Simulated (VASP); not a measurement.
Method: rev-vdW-DF2, VASP's PBE PAW potentials (set 64) (plane waves; VASP).

A VASP calculation is set up with these files.

File POSCAR:
```
Li2O
1
    0.0000000000     2.2767332582     2.2767332582
    2.2767332582     0.0000000000     2.2767332582
    2.2767332582     2.2767332582     0.0000000000
Li O
2 1
Direct
  0.2500000000   0.2500000000   0.2500000000
  0.7500000000   0.7500000000   0.7500000000
  0.0000000000   0.0000000000   0.0000000000
```

INCAR:
```
! general
SYSTEM  =Li2O
PREC    =Accurate
ENCUT   =520
LREAL   =.FALSE.
LASPH   =.TRUE.

! electronic loop
EDIFF   =1E-7
NELM    =100
ALGO    =Normal

! smearing
ISMEAR  =0
SIGMA   =0.05

! functional
GGA     =MK
LUSE_VDW=.TRUE.
AGGAC   =0.0
PARAM1  =0.1234568
PARAM2  =0.7114
ZAB_VDW =-1.8867

! ions
ISIF    =2

! output
LWAVE   =.FALSE.
LCHARG  =.FALSE.
```

### KPOINTS
```
Automatic mesh
0
Gamma
8 8 8
0 0 0
```

POTCAR, in this order: Li_sv O (PBE.64 set). Program: vasp_std.

**Question.** What will the output report for the number of irreducible k-points (NKPTS), largest plane-wave count, number of space-group operations, FFT grid (NGX, NGY, NGZ)?

**Answer.** 
The number of irreducible k-points (NKPTS) is 29 and the largest plane-wave count is 652. The number of space-group operations is 48 and the FFT grid (NGX, NGY, NGZ) comes out as 24 × 24 × 24.

The compound is Li2O in the antifluorite structure. This cell is one point of a volume scan, at 0.97 of the reference volume.
